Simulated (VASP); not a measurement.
Input:

```
Er
1.0
    1.78377    -3.08958     0.00000
    1.78377     3.08958     0.00000
    0.00000     0.00000     5.50951
Er
2
Cartesian
  1.78377   1.02986   1.37738
  1.78377  -1.02986   4.13213
```

All values below come from r2SCAN+rVV10, VASP's PBE PAW potentials (set 64) (plane waves; VASP 6.6.1). Numerical set-up: 520 eV cut-off, 13×13×8 Γ-centred mesh, tetrahedra with Blöchl corrections, potentials Er_3.

The 4f electrons are frozen in the core of the lanthanide potential, so 4f levels, which can set the real gap, and their magnetism are missing.

Q: Give the energies of bands 7 to 12 at the high-symmetry points, in eV from the Fermi level.

A: 
```csv
band,Γ,M,K,A,L,H
7,-5.75,-2.13,-0.89,-4.01,-2.01,-0.49
8,-2.26,-1.41,-0.89,-4.01,-2.01,-0.49
9,1.00,-0.91,-0.81,1.26,0.14,-0.47
10,2.19,-0.27,-0.60,1.26,0.14,-0.47
11,2.19,1.79,1.39,2.09,1.55,0.45
12,2.77,1.83,1.39,2.09,1.55,0.45
```

It has no gap at this level: it comes out as a metal or semimetal.

The compound is Er in the hcp structure. It was relaxed first.
